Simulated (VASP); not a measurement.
**CaH12Cl2O6: single point with LDA**

CaH12Cl2O6:

```xyz
21
Lattice="6.8385 0.0000 0.0000 0.0000 6.8385 0.0000 0.0000 0.0000 6.8385" Properties=species:S:1:pos:R:3 pbc="T T T"
O     7.8020    1.8898    2.9134
O     3.7040    1.0602    0.5571
O     4.4856    5.5818    6.3561
O     4.2239    5.8777    3.6360
O     1.0449    3.9611    4.2491
O     2.8263    5.2098    1.4237
H     7.5934    2.5843    3.6165
H     7.0525    1.2289    2.8571
H     4.3209    0.4049    0.1545
H     3.7767    1.7900   -0.1365
H     4.4322    5.5368    5.3520
H     5.2616    5.0400    6.6320
H     5.0884    5.8169    3.0460
H     3.7760    5.0131    3.6903
H     0.9826    4.4159    3.4072
H     1.9941    3.6867    4.4301
H     3.4662    5.1932    0.5903
H     1.9352    5.0275    1.1098
Ca    2.6765    0.4005    2.4732
Cl    6.7057    6.1967    1.9784
Cl    3.7079    2.7060    4.8040
```

The cell was built by a generator and needn't be a form met in nature.

```yaml
Program: VASP 6.6.1
Task: single point
Functional: LDA
Potentials_or_basis: VASP PAW LDA potentials, release 64 (O, H, Ca_sv, Cl)
Cutoff: 520 eV
k_mesh: 1 × 1 × 1
Occupations: fermi-dirac, width 0.05 eV
Spin: no spin polarisation
Dipole_correction: no
Further_INCAR_settings: LREAL = Auto; ALGO = Normal; EDIFF = 1e-07; NBANDS = 52
```

The pressure is -1.1 GPa, the largest force is 1.341 eV/Å and the band gap on the k mesh is 4.09 eV, direct.

Forces in eV/Å, atoms in the order of the input:
```
O   -0.234 -1.301 -0.228
O    0.179  0.650 -0.060
O    0.538 -0.290  0.108
O    0.690  0.644 -0.007
O   -0.137 -0.207  1.277
O    1.002  0.073 -0.377
H    0.249  0.401  0.072
H    0.252  0.348 -0.191
H    0.055 -0.837  0.026
H   -0.500  0.123  0.151
H    0.035  0.209  0.159
H   -0.044  0.254 -0.189
H   -0.639 -0.080  0.653
H    0.165 -0.904 -0.443
H   -0.069  0.773 -1.015
H    0.156 -0.075  0.000
H   -0.676  0.172  0.480
H   -0.876 -0.292 -0.380
Ca  -0.091  0.740  0.017
Cl   0.055 -0.410  0.099
Cl  -0.109  0.010 -0.151
```

Stress tensor (GPa, compression positive):
```
-1.63  0.23  1.00
 0.23 -0.06  0.75
 1.00  0.75 -1.49
```

Levels at points of the mesh, in eV from the valence-band top:
```
           k point  band 33  band 34  band 35  band 36  band 37  band 38  band 39  band 40
(0.00, 0.00, 0.00)    -0.65    -0.31    -0.20     0.00     4.09     6.19     6.30     6.44
```

Wall time 33 s on 1 thread of AMD EPYC 7R43 64-Core Processor (Zen 3), with other jobs on the host, peak memory 0.24 GiB.

A hybrid or GW would open this gap; LDA tends to underestimate it.
